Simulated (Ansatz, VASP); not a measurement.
## CCl in two plane-wave programs

Wanted: the spread between two codes on one cell, functional and k mesh. The cell is taken from a series of runs on this material, whose earlier steps may have relaxed, scaled, displaced or heated it; both programs get it as it stands.

Method: plane waves, with VASP 6.6.1 beside it; single point at LDA, in Ansatz 0.2.0.

### 1. Starting point

The cell holds 4 atoms: 2 C and 2 Cl. Cell: a = 2.524 Å, b = 2.524 Å, c = 17.015 Å, α = 90.0°, β = 90.0°, γ = 120.0°. Vacuum lies along c.

### 2. VASP: single point, LDA

A single point gives forces, pressure and levels at one fixed geometry, so differences don't come from the geometry; what else differs is listed under the comparison.

Lines of VASP's logs that name or quote its potential files are left out, and so is its time.

File INCAR:

```
SYSTEM = CCl
PREC = Accurate
ENCUT = 520
EDIFF = 1E-06
NELM = 120
ISMEAR = 0
SIGMA = 0.1
LREAL = .FALSE.
ALGO = Normal
GGA = PW92
NBANDS = 17
LORBIT = 11
LWAVE = .FALSE.
LCHARG = .FALSE.
ISIF = 2
LDIPOL = .TRUE.
IDIPOL = 3
DIPOL = 0.5 0.5 0.5
LVHAR = .TRUE.
LASPH = .TRUE.
GGA_COMPAT = .FALSE.
NELMDL = -8
```

File POSCAR:

```
CCl
1.0
    2.5243700000      0.0000000000      0.0000000000
   -1.2621900000      2.1861700000      0.0000000000
    0.0000000000      0.0000000000     17.0152900000
C Cl
2 2
Direct
    0.9999993333      0.9999996667      0.4848580000
    0.3333326667      0.6666663333      0.5151420000
    0.9999993333      0.9999996667      0.3820090000
    0.3333326667      0.6666663333      0.6179910000
```

File KPOINTS:

```
Automatic mesh
0
Gamma
9 9 1
0 0 0
```

PAW data sets: C and Cl (LDA family, release 64).

Command:

```
mpirun -np 1 vasp_std
```

Numbers of over 12 decimals in the logs are rounded to 6 here.

Output:

```text
[banner, memory and clock lines left out]
running    1 mpi-ranks, on    1 nodes
 distrk:  each k-point on    1 cores,    1 groups
 distr:  one band on    1 cores,    1 groups

 POSCAR found type information on POSCAR C Cl
 POSCAR found :  2 types and       4 ions
|                                                                             |
|               ----> ADVICE to this user running VASP <----                  |
|                                                                             |
|     You enforced a specific xc type in the INCAR file but a different       |
|     [... a line on the potential file left out ...]
|     I HOPE YOU KNOW WHAT YOU ARE DOING!                                     |
|                                                                             |

 LDA part: xc-table for (Slater(with rela. corr.)+PW92), standard interpolation
 POSCAR, INCAR and KPOINTS ok, starting setup
 FFT: planning ... GRIDC
 FFT: planning ... GRID_SOFT
 FFT: planning ... GRID
 WAVECAR not read
 entering main loop
       N       E                     dE             d eps       ncg     rms          rms(c)
DAV:   1     0.177272111750E+03    0.17727E+03   -0.99679E+03   408   0.109E+03
DAV:   2    -0.654225354332E+01   -0.18381E+03   -0.17698E+03   578   0.235E+02
DAV:   3    -0.211989330577E+02   -0.14657E+02   -0.14576E+02   508   0.788E+01
DAV:   4    -0.214764058711E+02   -0.27747E+00   -0.27572E+00   631   0.119E+01
DAV:   5    -0.214822871521E+02   -0.58813E-02   -0.58753E-02   599   0.162E+00
DAV:   6    -0.214824235362E+02   -0.13638E-03   -0.13637E-03   670   0.212E-01
DAV:   7    -0.214824266315E+02   -0.30953E-05   -0.30953E-05   630   0.254E-02
DAV:   8    -0.214824267531E+02   -0.12158E-06   -0.12159E-06   583   0.421E-03    0.261E+01
DAV:   9    -0.206233344019E+02    0.85909E+00   -0.10774E+00   496   0.845E+00    0.140E+01
DAV:  10    -0.204328563775E+02    0.19048E+00   -0.10258E+00   576   0.672E+00    0.337E+00
DAV:  11    -0.204355748642E+02   -0.27185E-02   -0.27526E-02   611   0.114E+00    0.660E-01
DAV:  12    -0.204276805444E+02    0.78943E-02   -0.17500E-02   512   0.854E-01    0.243E-01
DAV:  13    -0.204276065436E+02    0.74001E-04   -0.15043E-03   563   0.293E-01    0.701E-02
DAV:  14    -0.204276077201E+02   -0.11764E-05   -0.15285E-04   546   0.107E-01    0.257E-02
DAV:  15    -0.204276312750E+02   -0.23555E-04   -0.39631E-05   490   0.404E-02    0.107E-02
DAV:  16    -0.204276465342E+02   -0.15259E-04   -0.29350E-05   512   0.227E-02    0.104E-02
DAV:  17    -0.204276595453E+02   -0.13011E-04   -0.79778E-06   510   0.121E-02    0.692E-03
DAV:  18    -0.204276875444E+02   -0.27999E-04   -0.10514E-05   472   0.130E-02    0.803E-03
DAV:  19    -0.204276972479E+02   -0.97035E-05   -0.59699E-07   465   0.461E-03    0.214E-03
DAV:  20    -0.204277314364E+02   -0.34188E-04   -0.29303E-06   385   0.380E-03    0.401E-03
DAV:  21    -0.204277381171E+02   -0.66807E-05   -0.29916E-07   425   0.199E-03    0.178E-03
DAV:  22    -0.204277412490E+02   -0.31320E-05   -0.22676E-07   378   0.131E-03    0.876E-04
DAV:  23    -0.204277412914E+02   -0.42392E-07   -0.94979E-09   348   0.518E-04
   1 F= -.20427741E+02 E0= -.20424108E+02  d E =-.726560E-02
```

From OUTCAR (step 2):

```text
ion  position               nearest neighbor table
   1  1.000  1.000  0.485-   2 1.55   2 1.55   2 1.55   3 1.75
   2  0.333  0.667  0.515-   1 1.55   1 1.55   1 1.55   4 1.75
   3  1.000  1.000  0.382-   1 1.75
   4  0.333  0.667  0.618-   2 1.75

  LATTYP: Found a hexagonal cell.
 ALAT       =     2.5243700000
 C/A-ratio  =     6.7404104787

 Subroutine GETGRP returns: Found 12 space group operations
 (whereof  6 operations were pure point group operations)

The static configuration has the point symmetry C_3v.
 The point group associated with its full space group is D_3d.

 Found     12 irreducible k-points:

   k-points           NKPTS =     12   k-points in BZ     NKDIM =     12   number of bands    NBANDS=     17

   dimension x,y,z NGX =    20 NGY =   20 NGZ =  128
   dimension x,y,z NGXF=    40 NGYF=   40 NGZF=  256

   ENCUT  =  520.0 eV  38.22 Ry    6.18 a.u.   4.69  4.69 31.64*2*pi/ulx,y,z

   NELECT =      22.0000    total number of electrons

 k-points in reciprocal lattice and weights: Automatic mesh
   0.00000000  0.00000000  0.00000000       0.012
   0.11111111 -0.00000000  0.00000000       0.074
   0.22222222 -0.00000000  0.00000000       0.074
   0.33333333 -0.00000000  0.00000000       0.074
   0.44444444 -0.00000000  0.00000000       0.074
   0.11111111  0.11111111  0.00000000       0.074
   0.22222222  0.11111111  0.00000000       0.148
   0.33333333  0.11111111  0.00000000       0.148
   0.44444444  0.11111111  0.00000000       0.074
   0.22222222  0.22222222  0.00000000       0.074
   0.33333333  0.22222222  0.00000000       0.148
   0.33333333  0.33333333  0.00000000       0.025

 dipolmoment           0.000000      0.000000      0.000001 electrons x Angstroem

 average (electrostatic) potential at core
       1 -60.0050       2 -60.0051       3 -99.0456       4 -99.0456

 E-fermi :   2.3908

 k-point     1 :       0.0000    0.0000    0.0000
  band No.  band energies     occupation
    ...
      4      -9.9452      2.00000
      5      -5.7187      2.00000
      6      -2.2472      2.00000
      7      -2.2472      2.00000
      8       1.3172      2.00000
      9       2.5816      0.00696
     10       2.5816      0.00696
     11       3.5359      0.00000
     12       3.5359      0.00000
     13       4.1247      0.00000
    ...

 k-point     2 :       0.1111   -0.0000    0.0000
  band No.  band energies     occupation
    ...
      7      -2.8002      2.00000
      8       0.9896      2.00000
      9       1.4846      2.00000
     10       2.2514      1.95130
     11       2.2708      1.91017
     12       3.1436      0.00000
     13       4.5162      0.00000
     14       5.9502      0.00000
     15       6.2357      0.00000
     16       6.9713      0.00000
    ...

 k-point     3 :       0.2222   -0.0000    0.0000
  band No.  band energies     occupation
    ...
      7      -3.8936      2.00000
      8      -1.8448      2.00000
      9      -0.9377      2.00000
     10       1.4882      2.00000
     11       2.2972      1.81429
     12       2.5984      0.00332
     13       4.8391      0.00000
     14       6.3236      0.00000
     15       7.0807      0.00000
     16       7.2757      0.00000
    ...

  Total       16.0102482     16.0102695      1.3291183     -0.0000366      0.0000000      0.0000000
  in kB      273.1695902    273.1699529     22.6776438     -0.0006248      0.0000000      0.0000000
  external PRESSURE =     189.6723957 kB  Pullay stress =       0.0000000 kB

  energy-cutoff  :      520.00
  volume of cell :       93.90
      direct lattice vectors                 reciprocal lattice vectors
     2.524370000  0.000000000  0.000000000     0.396138442  0.228711391  0.000000000
    -1.262190000  2.186170000  0.000000000     0.000000000  0.457420969  0.000000000
     0.000000000  0.000000000 17.015290000     0.000000000  0.000000000  0.058770670

 POSITION                                       TOTAL-FORCE (eV/Angst)
 -----------------------------------------------------------------------------------
      1.26218      2.18617      8.25000         0.000000      0.000000      1.725247
     -0.00000      1.45745      8.76529        -0.000000     -0.000000     -1.725247
      1.26218      2.18617      6.49999         0.000000      0.000000     -0.562741
     -0.00000      1.45745     10.51530        -0.000000      0.000000      0.562741
 -----------------------------------------------------------------------------------
    total drift:                                0.002591      0.001496      0.000268

  FREE ENERGIE OF THE ION-ELECTRON SYSTEM (eV)
  ---------------------------------------------------
  free  energy   TOTEN  =       -20.4277412914 eV

  energy  without entropy=      -20.4204756921  energy(sigma->0) =      -20.42410849

 vacuum level on the upper side and lower side of the slab         5.825         5.825

 total charge
# of ion       s       p       d       tot
------------------------------------------
    1        0.819   1.687   0.000   2.506
    2        0.819   1.687   0.000   2.506
    3        1.634   3.549   0.000   5.183
    4        1.634   3.549   0.000   5.183
--------------------------------------------------
tot          4.904  10.472   0.000  15.377

[... 3 further parts left out ...]
```

The run ends at a pressure of 18.97 GPa, with forces up to 1.7 eV/Å.

### 3. Ansatz: single point, LDA

Ansatz runs on its PAW soft_1 files.

The same cell, functional (in two slightly different forms), mesh and smearing now go to Ansatz, which takes its cutoff from its data sets.

File input.yaml:

```yaml
crystal:
  lattice:
    - [2.52437, 0.0, 0.0]
    - [-1.26219, 2.18617, 0.0]
    - [0.0, 0.0, 17.01529]
  atoms:
    - { symbol: C, position: [0.0, 0.0, 0.484858] }
    - { symbol: C, position: [0.333333, 0.666667, 0.515142] }
    - { symbol: Cl, position: [0.0, 0.0, 0.382009] }
    - { symbol: Cl, position: [0.333333, 0.666667, 0.617991] }
  periodic: [true, true, false]
kpoints:
  mp_grid: { grid: [9, 9, 1] }
hamiltonian:
  xc: lda
  pseudopotentials: { kind: paw, azcp: { folder: soft_1 }, xc_functional: pbe }
scf:
  occupations: { method: gaussian, width: 0.1 }
output:
  forces: true
  stress: true
  eigenvalues: true
```

Command:

```
ansatz run input.yaml --threads 8 --pin off --max-ram 16384MiB --backend cpu --events-out ev --progress --plain --runs-dir out
```

Output:

```text
Warning: crystal.periodic: the lattice vector that does not repeat stood 0.000° off the slab's normal, 17.015 Å along it as the deck builds it. The run solves the slab on a vector along the normal, 31.831 Å long, with every atom where it was (on the deck's vector they left 13.00 Å outside them, and the widest stretch free of ions among them is 1.75 Å). A fractional position that the run reports is one of the run's ce [...]
Warning: the atoms were moved onto the symmetric positions of the space group found under crystal.symmetry.tolerance 1.0e-5 (fractional; no operation is sought that the atoms, as they stand in a round, miss by more than twice it, and no atom is moved by as much as it), and the run uses the moved positions. Before a round's move an operation carried an atom to 1.26e-6 Å from where it should land, the largest such dist [...]
crystal.periodic: the lattice vector that does not repeat stood 0.000° off the slab's normal, 17.015 Å along it as the deck builds it. The run solves the slab on a vector along the normal, 31.831 Å long, with every atom where it was (on the deck's vector they left 13.00 Å outside them, and the widest stretch free of ions among them is 1.75 Å). A fractional position that the run reports is one of the run's cell, which [...]
Engine: ansatz 0.2.0, aarch64-unknown-linux-gnu
Pseudopotentials: kind: paw
Pseudopotential: C, paw, valence charge 4, recommended cutoff 420 eV (normal), soft_1/C.paw.azcp
Pseudopotential: Cl, paw, valence charge 7, recommended cutoff 420 eV (normal), soft_1/Cl.paw.azcp
Functional definition: SPW92
  exchange = slater_x
  correlation = pw_c
Crystal: 4 atoms, lattice volume = 175.664 Å³
Basis set: ecut = 420 eV, 3461 PW (Γ)
Bands: 15, of which v1, the nominal top of the filled ones, is band 11 counted from 1 (10 counted from 0)
Symmetry: 12 space group operations
Space group: P-3m1 (ITA 164), of the structure as read, at distance tolerance 5.6e-5 Å
k-points: 12 of 81
Non-local potential: C, projectors of the file, l = 0: 2, l = 1: 2, l = 2: 1
Non-local potential: Cl, projectors of the file, l = 0: 2, l = 1: 2, l = 2: 1
PAW form: soft (Blöchl's): semilocal exchange-correlation on the pseudo side does not see the compensation charge
PAW frozen core: C, regenerated for the run's functional, and the local potential with it (the file was generated under x = pbe(κ = 0.804, μ = 0.219515), c = pbe(β = 0.066725))
PAW frozen core: Cl, regenerated for the run's functional, and the local potential with it (the file was generated under x = pbe(κ = 0.804, μ = 0.219515), c = pbe(β = 0.066725))
PAW one-centre angular grid: C, 110 points (default); XC on 64 Gauss nodes
PAW one-centre angular grid: Cl, 110 points (default); XC on 64 Gauss nodes
Initial density: superposition of atomic densities (neutral atoms: chi_scale 0, normalization atom)
Initial wavefunctions: pseudopotential atomic-orbital guess
Functional: x = slater, c = lda
SCF iter   1: F=—  HF=-2570.595620 eV  |F-HF|=—  |Δ(HF+E_count)|=         —  Δρ=4.08e-2  dr2=2.88e0  ethr=3.10e-3  ⟨swp⟩=13.9  Hψ=2008  notcnv=0
preconditioner: auto → LDOS  [metal: Δε(μ)=0.039 eV  Ē_g=13.768 eV  σ=0.100 eV  W_gap=0.21  n_scr=18 (ndim 8)  ℏωp=13.1 eV  f_vac=0.750  D(μ)=1.05/eV (n_scr^D=10)  β→1.0]
SCF iter   2: F=—  HF=-2569.725374 eV  |F-HF|=—  |Δ(HF+E_count)|=   8.70e-1  Δρ=1.13e-2  dr2=2.16e-1  ethr=3.10e-3  ⟨swp⟩=4.9  Hψ=608  notcnv=0  defer=1
SCF iter   3: F=—  HF=-2569.678373 eV  |F-HF|=—  |Δ(HF+E_count)|=   4.70e-2  Δρ=2.48e-3  dr2=2.14e-2  ethr=9.83e-4  ⟨swp⟩=3.8  Hψ=527  notcnv=0  defer=1
SCF iter   4: F=—  HF=-2569.674476 eV  |F-HF|=—  |Δ(HF+E_count)|=   3.90e-3  Δρ=1.78e-3  dr2=2.05e-2  ethr=9.74e-5  ⟨swp⟩=3.5  Hψ=495  notcnv=0  defer=1
SCF iter   5: F=—  HF=-2569.670667 eV  |F-HF|=—  |Δ(HF+E_count)|=   3.81e-3  Δρ=2.84e-4  dr2=6.00e-4  ethr=9.31e-5  ⟨swp⟩=2.8  Hψ=292  notcnv=0  defer=1
SCF iter   6: F=—  HF=-2569.670653 eV  |F-HF|=—  |Δ(HF+E_count)|=   1.39e-5  Δρ=1.03e-4  dr2=5.29e-5  ethr=2.73e-6  ⟨swp⟩=3.2  Hψ=408  notcnv=0  defer=1
SCF iter   7: F=—  HF=-2569.670674 eV  |F-HF|=—  |Δ(HF+E_count)|=   2.09e-5  Δρ=2.15e-5  dr2=2.22e-6  ethr=2.41e-7  ⟨swp⟩=3.2  Hψ=398  notcnv=0  defer=1
SCF iter   8: F=-2569.670674 eV  HF=-2569.670674 eV  |F-HF|=2.66e-9  |Δ(HF+E_count)|=   8.03e-7  Δρ=6.66e-6  dr2=9.98e-8  ethr=4.55e-10  ⟨swp⟩=15.3  Hψ=1867  notcnv=0
SCF 1 converged in 8 iterations: F = -2569.670674 eV  dr2 = 9.98e-8
  greatest PAW one-centre occupation: 0.912 electrons in one spin orbital (limit 2), on the Cl atom at site 3 (counted from 0), in its partial waves of l = 0
SCF converged after 8 iterations
Free energy (F): -2569.670674 eV
Harris-Foulkes:  -2569.670674 eV  (|F-HF|=2.66e-9)
Internal energy: -2569.662758 eV  (E = F + TS)
E sigma→0 (E₀):  -2569.666716 eV
Entropy (-TS):   -0.007916 eV (-1.979 meV/atom)
Fermi energy:    -3.470457 eV
--- Per-component energies (eV) ---
  E_band       = -296.642572
  E_kinetic    = 502.311439
  E_local      = -48200.427414  (includes V_loc(G=0)·N_el)
  E_nonlocal   = 115.613843
  E_hartree    = 23833.781084
  E_xc         = -312.717825
  E_vxc        = -356.396594  (∫ρ·V_xc dr)
  E_paw        = -1435.234003  (= ΣΔE_a)
  E_vpaw       = -25.276698  (= ΣTr[D̂ρ^β])
  E_aug_tail   = 0.000249  (compensation charges beyond the density's cutoff)
  E_ewald      = 22926.503220
  E_core_change = 0.506649  (= ΣΔE_core)
  E_smearing   = -0.007916  (= −TS)
  E_closure    = 0.000000  (closes the sum)
  Σ components = -2569.670674   (vs F -2569.670674, Δ=0.00e0)
--- Forces (eV/Å), atoms counted from 1 ---
  atom   1  C      0.00000000    -0.00000000     1.87826305
  atom   2  C     -0.00000000     0.00000000    -1.87826305
  atom   3  Cl    -0.00000000     0.00000000    -0.70265077
  atom   4  Cl     0.00000000    -0.00000000     0.70265077
  max |Σ_I F_I| component: 2.54e-17 eV/Å
--- 2D stress c σ (N/m, compression-positive) ---
       46.126994      -0.000000       0.000000
        0.000000      46.126994       0.000000
        0.000000       0.000000       0.000000
  P = ½ c Tr σ = 46.1270 N/m
--- Band table (eV; the first three rows and the last of 12) ---
  k-point 0: bands = [... 7 lower, -4.5518, -3.2672, -3.2672, -2.3086, -2.3086, -1.7380 (-1.7380°), -0.4527, 0.1055]
  k-point 1: bands = [... 7 lower, -4.8642, -4.3810, -3.6025, -3.5781, -2.7026, -1.3409 (-1.3409°), -0.0775, 0.4817]
  k-point 2: bands = [... 7 lower, -7.6928, -6.7867, -4.3596, -3.5493, -3.2775, -1.0521, 0.4571, 1.1077]
  k-point 11: bands = [... 7 lower, -11.5547, -10.3723, -10.0483, -10.0483, -0.1696, -0.1696, 0.1747, 4.3541]
  ° read free of the cell's end (the report's vacuum.weakly_bound_levels)
```

In the SCF lines HF is the Harris–Foulkes energy and dr2 the Hartree energy of the density residual, in eV; the loop may stop once dr2 is under the threshold and the program's other checks hold. Hψ counts applications of the Hamiltonian.

### 4. Differences

Known differences besides the potentials themselves: Ansatz cuts the interaction across the vacuum, VASP repeats the sheet with a dipole correction; the cutoff is 420 eV in Ansatz and 520 eV in VASP; VASP's log shows a relativistic correction to its local exchange, Ansatz's none. Total energies have different zeros and are not compared.

Forces (eV/Å; atoms numbered as in POSCAR):

```
atom        Ansatz x, y, z          VASP x, y, z
  C1   0.000, 0.000, 1.878   0.000, 0.000, 1.725
  C2  0.000, 0.000, -1.878  0.000, 0.000, -1.725
 Cl3  0.000, 0.000, -0.703  0.000, 0.000, -0.563
 Cl4   0.000, 0.000, 0.703   0.000, 0.000, 0.563
```

The forces differ by 85 meV/Å r.m.s., which is 11.4 % of the r.m.s. force of 0.741 eV/Å (both taken over all components). With vacuum in the cell, a pressure given here is an average over mostly empty space and none of the material.

### 5. Results

```json
{
  "r.m.s. force difference (single point, LDA)": "11 % of the r.m.s. force"
}
```

In words: The r.m.s. force difference is 11 % of the r.m.s. force (single point, LDA), beyond the 3 % picked in this series as the mark of a large difference. What causes the difference of the single point, LDA pair stays open here. Such differences can come from data sets, numerical settings and the points named under the comparisons, not from the functional's error against experiment.

[Lines on the potential files, build, host, timing and source positions are cut from VASP's logs without a mark.]

[Logs are printed without paths, hosts, clocks, repeated set-up lines and the standing remarks that a program may print on its own settings, such as how far it seeks lower states.]

[Hosts, paths, dates, database ids (printed as entryN), source tags and the programs' standing remarks are cut or masked in the printed files.]
